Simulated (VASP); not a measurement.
Data:

```xyz
2
Lattice="0.0000 3.0330 3.0330 3.0330 0.0000 3.0330 3.0330 3.0330 0.0000" Properties=species:S:1:pos:R:3 pbc="T T T"
Si     0.0000     0.0000     0.0000
Y      3.0330     3.0330     3.0330
```

Level of theory: PBE GGA with spin-orbit coupling, VASP's PBE PAW potentials (set 64) (plane waves; VASP). Settings: 400 eV cut-off, 9×9×9 Γ-centred mesh, first-order Methfessel-Paxton smearing of 0.10 eV, potentials Si Y_sv.

Q: What does the run give for the energy per atom (σ→0), pressure, band gap (on the k-mesh) with the smallest direct gap where there is one?

A: 
```json
{
 "band gap (on the k-mesh)": "none (metal, semimetal or under 0.01 eV)",
 "energy per atom (σ→0)": "-6348 meV/atom",
 "pressure": "-6.57 GPa"
}
```

The absolute energy has meaning only against runs of the same code, potentials and settings.

The structure was generated: YSi was put into the rocksalt type (Fm-3m), which need not be its known phase. The cell was not relaxed at this level. The run is one of a series of settings (GGA_COMPAT = .FALSE., LSORBIT = .TRUE., MAGMOM = 0 0 0 0 0 0, program vasp_ncl against the base run), some of them coarse on purpose.
